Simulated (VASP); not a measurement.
SiSe2H2, 5 atoms in the cell. The cell holds a molecule in a box, 5 atoms: a = 12.000 Å, b = 12.000 Å, c = 12.000 Å, α = 90.00°, β = 90.00°, γ = 90.00°.  The cell isn't the ideal one: atoms moved at random, drawn with an rms of 0.02 Å.

| Item | Value |
| --- | --- |
| Program | VASP 6.6.1 |
| Task | relaxation of the atoms |
| Functional | PBE |
| Potentials or basis | VASP PAW PBE potentials, release 64 (Si, Se, H) |
| Cutoff | 520 eV |
| k mesh | 1 × 1 × 1 |
| Occupations | gaussian, width 0.01 eV |
| Spin | no spin polarisation |
| Further INCAR settings | ALGO = Normal; EDIFF = 1e-06; IBRION = 2; EDIFFG = -0.01; NSW = 60 |

Potentials or basis: VASP PAW PBE potentials, release 64 (Si, Se, H).

The run is started by

```bash
$ cat potpaw_PBE.64/Si/POTCAR potpaw_PBE.64/Se/POTCAR potpaw_PBE.64/H/POTCAR > POTCAR
$ mpirun -np 1 vasp_gam > vasp.out
```

Hardware: 1 thread of Intel(R) Xeon(R) Platinum 8488C (Sapphire Rapids), with other jobs on the host.

Problem. Estimate the wall time of this run.

Solution. It took 6.8 min on 1 thread of Intel(R) Xeon(R) Platinum 8488C (Sapphire Rapids) (shared host), peak memory 1.2 GiB. Counts: scf iterations 100, k points 1, ion steps 15.
